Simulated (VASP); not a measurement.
Output of a VASP run:

OSZICAR:
```
       N       E                     dE             d eps       ncg     rms          rms(c)
DAV:   1     0.305700124406E+03    0.30570E+03   -0.18441E+04  1248   0.111E+03
DAV:   2    -0.348437920292E+02   -0.34054E+03   -0.32462E+03  1248   0.329E+02
DAV:   3    -0.598205227082E+02   -0.24977E+02   -0.22499E+02  1474   0.905E+01
DAV:   4    -0.610468894551E+02   -0.12264E+01   -0.12093E+01  1580   0.194E+01
DAV:   5    -0.610966297377E+02   -0.49740E-01   -0.49690E-01  1773   0.354E+00    0.999E+01
DAV:   6    -0.913905356743E+02   -0.30294E+02   -0.15836E+02  1569   0.147E+02    0.615E+01
DAV:   7    -0.581655934967E+02    0.33225E+02   -0.24409E+02  1509   0.107E+02    0.472E+01
DAV:   8    -0.542241442138E+02    0.39414E+01   -0.15713E+01  1521   0.386E+01    0.143E+01
DAV:   9    -0.540038917159E+02    0.22025E+00   -0.11001E+00  1590   0.647E+00    0.145E+01
DAV:  10    -0.538924288188E+02    0.11146E+00   -0.15278E-01  1641   0.194E+00    0.127E+01
DAV:  11    -0.539416610480E+02   -0.49232E-01   -0.24861E-02  1485   0.840E-01    0.974E+00
DAV:  12    -0.538528576675E+02    0.88803E-01   -0.97697E-02  1598   0.193E+00    0.365E+00
DAV:  13    -0.538114683711E+02    0.41389E-01   -0.16227E-01  1525   0.201E+00    0.359E+00
DAV:  14    -0.538163036299E+02   -0.48353E-02   -0.11653E-02  1465   0.687E-01    0.245E+00
DAV:  15    -0.538123590777E+02    0.39446E-02   -0.14726E-03  1688   0.356E-01    0.272E+00
DAV:  16    -0.538278607753E+02   -0.15502E-01   -0.19715E-02  1620   0.130E+00    0.127E+00
DAV:  17    -0.538360830907E+02   -0.82223E-02   -0.25038E-02  1685   0.116E+00    0.964E-01
DAV:  18    -0.538364881735E+02   -0.40508E-03   -0.36836E-03  1700   0.408E-01    0.891E-01
DAV:  19    -0.538369445212E+02   -0.45635E-03   -0.64692E-04  1737   0.179E-01    0.508E-01
DAV:  20    -0.538374272307E+02   -0.48271E-03   -0.34957E-03  1729   0.538E-01    0.281E-01
DAV:  21    -0.538371578099E+02    0.26942E-03   -0.12694E-03  1610   0.318E-01    0.322E-01
DAV:  22    -0.538374092682E+02   -0.25146E-03   -0.68519E-04  1522   0.259E-01    0.225E-01
DAV:  23    -0.538375274255E+02   -0.11816E-03   -0.81602E-04  1661   0.217E-01    0.938E-02
DAV:  24    -0.538375498587E+02   -0.22433E-04   -0.13367E-04  1601   0.832E-02    0.124E-01
DAV:  25    -0.538375856006E+02   -0.35742E-04   -0.12359E-04  1753   0.100E-01    0.668E-02
DAV:  26    -0.538376012037E+02   -0.15603E-04   -0.54814E-05  1871   0.565E-02    0.433E-02
DAV:  27    -0.538376117473E+02   -0.10544E-04   -0.61617E-05  1674   0.703E-02    0.239E-02
DAV:  28    -0.538376142992E+02   -0.25520E-05   -0.18738E-05  1683   0.292E-02    0.161E-02
DAV:  29    -0.538376150036E+02   -0.70436E-06   -0.14778E-06   806   0.889E-03
   1 F= -.53837615E+02 E0= -.53792555E+02  d E =-.901203E-01  mag=     3.1064
```

### OUTCAR
```
------------------------ aborting loop because EDIFF is reached ----------------------------------------
  FORCE on cell =-STRESS in cart. coord.  units (eV):
  Direction    XX          YY          ZZ          XY          YZ          ZX
  --------------------------------------------------------------------------------------
  Total      -10.2889641    -10.2889641    -10.2889641     -0.0000000     -0.0000000      0.0000000
  in kB     -188.2131266   -188.2131266   -188.2131266     -0.0000000     -0.0000000      0.0000000
  external PRESSURE =    -188.2131266 kB  Pullay stress =       0.0000000 kB
  volume of cell :       87.59
      direct lattice vectors                 reciprocal lattice vectors
     0.000000000  3.524797000  3.524797000    -0.141852141  0.141852141  0.141852141
     3.524797000  0.000000000  3.524797000     0.141852141 -0.141852141  0.141852141
     3.524797000  3.524797000  0.000000000     0.141852141  0.141852141 -0.141852141
 POSITION                                       TOTAL-FORCE (eV/Angst)
 -----------------------------------------------------------------------------------
      0.88120      0.88120      0.88120        -0.000000     -0.000000     -0.000000
      0.88120      2.64360      2.64360        -0.000000     -0.000000     -0.000000
      2.64360      0.88120      2.64360        -0.000000     -0.000000     -0.000000
      2.64360      2.64360      0.88120        -0.000000     -0.000000     -0.000000
      5.28720      5.28720      5.28720         0.000000      0.000000      0.000000
      3.52480      3.52480      3.52480        -0.000000     -0.000000     -0.000000
 -----------------------------------------------------------------------------------
    total drift:                                0.000000      0.000000      0.000000
  FREE ENERGIE OF THE ION-ELECTRON SYSTEM (eV)
  ---------------------------------------------------
  free  energy   TOTEN  =       -53.8376150036 eV

  energy  without entropy=      -53.7474946957  energy(sigma->0) =      -53.79255485

 total charge

# of ion       s       p       d       tot
------------------------------------------
    1        0.485   0.484   7.228   8.197
    2        0.485   0.484   7.228   8.197
    3        0.485   0.484   7.228   8.197
    4        0.485   0.484   7.228   8.197
    5        0.377   6.434   1.493   8.303
    6        0.377   6.434   1.493   8.303
--------------------------------------------------
tot          2.693  14.803  31.898  49.393

 magnetization (x)

# of ion       s       p       d       tot
------------------------------------------
    1       -0.002  -0.007   0.916   0.907
    2       -0.002  -0.007   0.916   0.907
    3       -0.002  -0.007   0.916   0.907
    4       -0.002  -0.007   0.916   0.907
    5        0.004  -0.043  -0.153  -0.192
    6        0.004  -0.043  -0.153  -0.192
--------------------------------------------------
tot          0.001  -0.114   3.358   3.245
```
(Selected blocks of OUTCAR.)

File POSCAR:
```
HfCo2
1
    0.0000000000     3.5247970000     3.5247970000
    3.5247970000     0.0000000000     3.5247970000
    3.5247970000     3.5247970000     0.0000000000
Co Hf
4 2
Direct
  0.1250000000   0.1250000000   0.1250000000
  0.6250000000   0.1250000000   0.1250000000
  0.1250000000   0.6250000000   0.1250000000
  0.1250000000   0.1250000000   0.6250000000
  0.7500000000   0.7500000000   0.7500000000
  0.5000000000   0.5000000000   0.5000000000
```

### Question
Reconstruct the remaining input files.

### Answer
Several could match; the one computed here: the input of the run itself, PBEsol GGA, plane waves, VASP's PBE PAW potentials (set 64).

**KPOINTS**
```
Regular mesh
0
G
  4 4 4
```

INCAR:
```
ALGO = Normal
EDIFF = 1E-6
ENCUT = 300
GGA = PS
ISIF = 2
ISMEAR = 0
ISPIN = 2
LASPH = .TRUE.
LCHARG = .FALSE.
LMAXMIX = 6
LORBIT = 11
LREAL = .FALSE.
LWAVE = .FALSE.
MAGMOM = 4*3.0 2*0.0
NELM = 100
PREC = Accurate
SIGMA = 0.136
SYSTEM = HfCo2
```

POTCAR, in this order: Co Hf_pv (PBE.64 set). Program: vasp_std.

At this cut-off the stress carries a Pulay error, which pulls relaxed volumes low.

The structure was generated: HfCo2 was put into an ordered model structure, which need not be its known phase. The cell was not relaxed at this level. The k-mesh is coarse (spacing up to 0.39 per Å, 2π included), so the numbers may not be converged in it.
